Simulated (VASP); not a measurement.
Data:

```
Y3As
1.0
    0.00000     4.12968     4.12968
    4.12968     0.00000     4.12968
    4.12968     4.12968     0.00000
As Y
1 3
Direct
  0.00000   0.00000   0.00000
  0.50000   0.50000   0.50000
  0.25000   0.25000   0.25000
  0.75000   0.75000   0.75000
```

Calculation: PBE GGA, VASP's PBE PAW potentials (set 64) (plane waves; VASP 6.6.1). Numerical set-up: 400 eV cut-off, 4×4×4 Γ-centred mesh, Gaussian smearing of 0.050 eV, potentials As Y_sv.

**Question.** Give the stress tensor in GPa (positive for a compressed cell).

**Answer.** 
```
-7.80   0.00   0.00
 0.00  -7.80   0.00
 0.00   0.00  -7.80
```
The pressure is its mean diagonal, -7.80 GPa.

The structure was generated: Y3As was put into the D03 type (Fm-3m), which need not be its known phase. The cell was not relaxed at this level. The k-mesh is coarse (spacing up to 0.33 per Å, 2π included), so the numbers may not be converged in it.
